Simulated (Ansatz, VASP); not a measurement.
## One calculation of Cu2W, two programs

The input INCAR:

```
PREC     = Accurate       # precision mode
ENCUT    = 520            # plane-wave cutoff, eV
EDIFF    = 1E-6           # SCF threshold, eV
ISMEAR   = 0              # smearing method
SIGMA    = 0.1            # smearing width, eV
LREAL    = F              # projectors in reciprocal space
LASPH    = T              # aspherical terms in the spheres
NELM     = 60             # most SCF steps
ALGO     = Fast           # electronic algorithm
ISIF     = 2              # what is computed and relaxed
LWAVE    = F              # write WAVECAR
LCHARG   = F              # write CHGCAR
GGA      = PE             # functional
NBANDS   = 25             # bands
```

The input KPOINTS:

```
regular mesh
0
Gamma
  6 6 4
```

POSCAR

```
Cu2W
1.0
    3.6969593400      0.0000000000      0.0000000000
   -1.8484796700      3.2016607100      0.0000000000
    0.0000000000      0.0000000000      3.9581859500
Cu W
2 1
Direct
    0.3333333300      0.6666666700      0.0000000000
    0.6666666700      0.3333333300      0.0000000000
    0.0000000000      0.0000000000      0.5000000000
```

Input for Ansatz:

```yaml
crystal:
  lattice:
    - [3.69695934, 0.0, 0.0]
    - [-1.84847967, 3.20166071, 0.0]
    - [0.0, 0.0, 3.95818595]
  atoms:
    - { symbol: Cu, position: [0.33333333, 0.66666667, 0.0] }
    - { symbol: Cu, position: [0.66666667, 0.33333333, 0.0] }
    - { symbol: W, position: [0.0, 0.0, 0.5] }
basis:
  ecutwfc: 420
kpoints:
  mp_grid: { grid: [6, 6, 4] }
hamiltonian:
  xc: pbe
scf:
  occupations: { method: gaussian, width: 0.1 }
  lower_state_search: "off"
output:
  forces: true
  stress: true
  eigenvalues: true
```

Alike in both runs: task single point; functional PBE; k mesh 6 × 6 × 4; occupations gaussian, width 0.1 eV; no spin polarisation.

```csv
,VASP,Ansatz
version,VASP 6.6.1,Ansatz 0.2.0
potentials or method,"VASP PAW PBE potentials, release 64 (Cu, W_sv)","scalar-relativistic, plane waves, PAW"
plane-wave cutoff (eV),520,420
valence electrons in the cell,36,52
```

Ansatz gave:

* gap on the k mesh at the Fermi level (eV): none
* pressure (GPa): -8.0
* largest component of the traceless stress (GPa): 20.56

Question: Which values does VASP return?

Answer: gap on the k mesh at the Fermi level (eV): none; pressure (GPa): -7.8; largest component of the traceless stress (GPa): 20.35.

A gap of «none» marks a metal or a gap that the smearing closes. With one functional, cell and mesh, what is left measures potentials, basis and numerics. The two sets of potentials don't hold the same shells in valence.

Caveats: the k mesh is coarse (spacing up to 0.40 Å⁻¹), so the values aren't converged. Spin-orbit coupling is left out, which matters for the levels of W.
